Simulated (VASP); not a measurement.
Input:

```xyz
2
Lattice="0.0000 3.0672 3.0672 3.0672 0.0000 3.0672 3.0672 3.0672 0.0000" Properties=species:S:1:pos:R:3 pbc="T T T"
Ga     0.0000     0.0000     0.0000
Sb     1.5336     1.5336     1.5336
```

These are vdW-DF-cx, VASP's PBE PAW potentials (set 64) (plane waves; VASP 6.6.1) values and carry that method's errors. Run with 520 eV cut-off, 12×12×12 Γ-centred mesh, tetrahedra with Blöchl corrections, potentials Ga_d Sb.

Unless said otherwise, spin-orbit coupling is left out, though it shifts the bands of the heavy elements here.

Problem. Tabulate the total density of states (states/eV per cell) against energy (eV; zero at the valence-band maximum or, without a gap, the Fermi level).

Solution. 
```
E (eV) | DOS (states/eV)
    -9.98 | ############## 1.00
    -9.74 | ################### 1.39
    -9.50 | ################### 1.33
    -9.26 | ################## 1.32
    -9.02 | ########## 0.74
    -8.90 |  0.00
    -8.66 |  0.00
    -8.42 |  0.00
    -8.18 |  0.00
    -7.94 |  0.00
    -7.70 |  0.00
    -7.46 |  0.00
    -7.22 |  0.00
    -6.98 |  0.00
    -6.74 | #### 0.27
    -6.62 | ################ 1.16
    -6.38 | ##################### 1.50
    -6.14 | ################## 1.28
    -5.90 | ########### 0.82
    -5.66 | ######## 0.60
    -5.42 | ####### 0.48
    -5.18 | ###### 0.40
    -4.94 | ##### 0.32
    -4.70 | #### 0.28
    -4.46 | ### 0.24
    -4.34 | ### 0.22
    -4.10 | ## 0.18
    -3.86 | ## 0.16
    -3.62 | ###### 0.45
    -3.38 | ###################### 1.57
    -3.14 | ################## 1.28
    -2.90 | ################# 1.19
    -2.66 | ##################### 1.50
    -2.42 | ######################## 1.75
    -2.18 | ######################## 1.69
    -2.06 | ####################### 1.63
    -1.82 | ###################### 1.57
    -1.58 | #################### 1.47
    -1.34 | #################### 1.40
    -1.10 | ############### 1.05
    -0.86 | ######### 0.65
    -0.62 | ###### 0.44
    -0.38 | ### 0.25
    -0.14 | ## 0.11
     0.10 |  0.00
     0.22 |  0.00
     0.46 |  0.02
     0.70 | # 0.10
     0.94 | ##### 0.36
     1.18 | ########### 0.80
     1.42 | ################## 1.29
     1.66 | ############################## 2.15
     1.90 | ########################### 1.91
     2.14 | ############### 1.07
     2.38 | ########### 0.75
     2.50 | ########## 0.72
     2.74 | ################ 1.15
     2.98 | ############## 1.02
     3.22 | ############## 1.00
     3.46 | ######################### 1.79
```
Within 2 eV below the Fermi level the largest weight inside VASP's projection spheres is Sb p, then Ga p.

The compound is GaSb in the zinc blende structure. It was relaxed first.
